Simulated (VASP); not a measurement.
Input:

```
AuI
1.0
    3.75132     0.00000     0.00000
   -1.87566     3.24874     0.00000
    0.00000     0.00000     3.66110
Au I
1 1
Cartesian
  0.00000   0.00000   0.00000
  1.87566   1.08291   1.83055
```

All values below come from PBE GGA, VASP's PBE PAW potentials (set 64) (plane waves; VASP). Numerical set-up: 200 eV cut-off, 7×7×7 Γ-centred mesh, Gaussian smearing of 0.050 eV, potentials Au I.

At this cut-off the stress carries a Pulay error, which pulls relaxed volumes low. Unless said otherwise, spin-orbit coupling is left out, though it shifts the bands of the heavy elements here.

### Question
What does the run give for the energy per atom (σ→0), pressure, band gap (on the k-mesh) with the smallest direct gap where there is one?

### Answer

* **band gap (on the k-mesh)**: none (metal, semimetal or under 0.01 eV)
* **energy per atom (σ→0)**: -1.724 eV/atom
* **pressure**: 9.54 GPa

Only differences to runs with the same potentials and settings are physical.

The structure was generated: AuI was put into the WC type (P-6m2), which need not be its known phase. The cell was not relaxed at this level. The run is one of a series of settings (ENCUT = 200 against the base run), some of them coarse on purpose.
